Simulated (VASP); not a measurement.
Input:

```
CELL_PARAMETERS angstrom
      1.33408    -2.31070     0.00000
      1.33408     2.31070     0.00000
      0.00000     0.00000     4.20630
ATOMIC_POSITIONS crystal
  Ru 0.33333 0.66667 0.25000
  Ru 0.66667 0.33333 0.75000
```

All values below come from PBEsol GGA, VASP's PBE PAW potentials (set 64) (plane waves; VASP 6.6.1). Settings: 500 eV cut-off, 16×16×9 Γ-centred mesh, first-order Methfessel-Paxton smearing of 0.10 eV, potentials Ru_pv.

Energy and stress use the plane-wave basis of the starting cell.

The ions, cell shape and volume at an external pressure of 20.0 GPa are relaxed. Give the cell that the relaxation ends in.

```
CELL_PARAMETERS angstrom
      1.32259    -2.29079     0.00000
      1.32259     2.29079     0.00000
      0.00000     0.00000     4.17624
ATOMIC_POSITIONS crystal
  Ru 0.33333 0.66667 0.25000
  Ru 0.66667 0.33333 0.75000
```
Space group P6_3/mmc (194), at a tolerance of 0.03 Å.

How do energy and volume change from the first to the last step?

The energy (σ→0) changes by +29.2 meV/atom and the volume by -2.4 %, in 7 ionic steps.

The compound is Ru in the hcp structure. This run relaxes it under an external pressure of 20 GPa. Symmetry was kept, so distortions that lower it aren't found.
